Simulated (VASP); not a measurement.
Computed with PBE GGA, VASP's PBE PAW potentials (set 64) (plane waves; VASP).

VASP ran on this input.

KPOINTS:
```
k-points along high-symmetry lines
15
Line-mode
Reciprocal
  0.000000   0.000000   0.000000 ! GAMMA
  0.500000   0.000000   0.500000 ! X

  0.500000   0.000000   0.500000 ! X
  0.625000   0.250000   0.625000 ! U

  0.375000   0.375000   0.750000 ! K
  0.000000   0.000000   0.000000 ! GAMMA

  0.000000   0.000000   0.000000 ! GAMMA
  0.500000   0.500000   0.500000 ! L

  0.500000   0.500000   0.500000 ! L
  0.500000   0.250000   0.750000 ! W

  0.500000   0.250000   0.750000 ! W
  0.500000   0.000000   0.500000 ! X
```

**INCAR**
```
SYSTEM = WB
PREC = Accurate
ENCUT = 520
EDIFF = 1E-7
NELM = 100
ALGO = Normal
LREAL = .FALSE.
LASPH = .TRUE.
ISMEAR = 0
SIGMA = 0.05
GGA = PE
LMAXMIX = 6
LWAVE = .FALSE.
LCHARG = .FALSE.
LORBIT = 11
ICHARG = 11
```

**POSCAR**
```
WB
1.0
  0.0000000000   2.2361993296   2.2361993296
  2.2361993296   0.0000000000   2.2361993296
  2.2361993296   2.2361993296   0.0000000000
W B
1 1
direct
  0.0000000000   0.0000000000   0.0000000000
  0.5000000000   0.5000000000   0.5000000000
```

POTCAR, in this order: W_sv B (PBE.64 set). Program: vasp_std. Read from the step before: CHGCAR.

The resulting files:

OSZICAR:
```
       N       E                     dE             d eps       ncg     rms          rms(c)
DAV:   1     0.991841731804E+02    0.99184E+02   -0.90640E+03  2168   0.151E+03
DAV:   2    -0.147382461880E+02   -0.11392E+03   -0.10936E+03  2456   0.368E+02
DAV:   3    -0.175106933520E+02   -0.27724E+01   -0.26141E+01  2688   0.519E+01
DAV:   4    -0.175459684987E+02   -0.35275E-01   -0.34343E-01  2352   0.533E+00
DAV:   5    -0.175463674315E+02   -0.39893E-03   -0.39892E-03  2520   0.544E-01
DAV:   6    -0.175463748637E+02   -0.74322E-05   -0.74312E-05  2408   0.719E-02
DAV:   7    -0.175463750390E+02   -0.17531E-06   -0.17515E-06  2504   0.103E-02
DAV:   8    -0.175463750433E+02   -0.43476E-08   -0.39396E-08  1408   0.161E-03
   1 F= -.17546375E+02 E0= -.17545515E+02  d E =-.172073E-02
```

**OUTCAR**
```
 val. band max:       10.4847471093   @ k =   0.1071   0.0000   0.1071

 cond. band min:      10.5208879926   @ k =   0.5625   0.1250   0.5625



 k-point     1 :       0.0000    0.0000    0.0000
  band No.  band energies     occupation
      1     -64.0062      2.00000
      2     -28.0393      2.00000
      3     -28.0393      2.00000
      4     -28.0393      2.00000
      5      -1.8970      2.00000
      6       8.7212      2.00000
      7       8.7212      2.00000
      8       8.7212      2.00000
      9      10.3260      2.00000
     10      10.3260      2.00000
     11      12.9545      0.00000
     12      12.9545      0.00000

 k-point     2 :       0.0357    0.0000    0.0357
  band No.  band energies     occupation
      1     -64.0057      2.00000
      2     -28.0449      2.00000
      3     -28.0415      2.00000
      4     -28.0415      2.00000
      5      -1.8481      2.00000
      6       8.6700      2.00000
      7       8.7155      2.00000
      8       8.7155      2.00000
      9       9.9580      2.00000
     10      10.3440      2.00000
     11      13.0191      0.00000
     12      13.0191      0.00000

 k-point     3 :       0.0714    0.0000    0.0714
  band No.  band energies     occupation
      1     -64.0042      2.00000
      2     -28.0613      2.00000
      3     -28.0478      2.00000
      4     -28.0478      2.00000
      5      -1.7028      2.00000
      6       8.5231      2.00000
      7       8.7036      2.00000
      8       8.7036      2.00000
      9       9.1985      2.00000
     10      10.3975      1.99813
     11      13.2039      0.00000
     12      13.2039      0.00000

 k-point     4 :       0.1071    0.0000    0.1071
  band No.  band energies     occupation
      1     -64.0020      2.00000
      2     -28.0875      2.00000
      3     -28.0580      2.00000
      4     -28.0580      2.00000
      5      -1.4658      2.00000
      6       8.2982      2.00000
      7       8.3651      2.00000
...
```

The density is held fixed in this step, so its total energy and stress have no physical meaning. Unless said otherwise, spin-orbit coupling is left out, though it shifts the bands of the heavy elements here.

The structure was generated: WB was put into the rock salt type (Fm-3m), which need not be its known phase. It was relaxed first, which changed the volume by -40 %. The electron count is odd and the run is not spin-polarised, which forces a metal.
